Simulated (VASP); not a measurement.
```xyz
3
Lattice="0.0000 2.9359 2.9359 2.9359 0.0000 2.9359 2.9359 2.9359 0.0000" Properties=species:S:1:pos:R:3 pbc="T T T"
Ba     0.0000     0.0000     0.0000
F      1.4680     1.4680     1.4680
F      4.4039     4.4039     4.4039
```

Calculation: LDA (Ceperley-Alder, Perdew-Zunger), VASP's LDA PAW potentials (set 64) (plane waves; VASP). Numerical set-up: 620 eV cut-off, 7×7×7 Γ-centred mesh, Gaussian smearing of 0.050 eV, potentials Ba_sv F.

### Question
What does the run give for the energy per atom (σ→0), pressure?

### Answer

- energy per atom (σ→0): -6.152 eV/atom
- pressure: 10.01 GPa

The compound is BaF2 in the fluorite structure. It was relaxed first under an external pressure of 10 GPa.
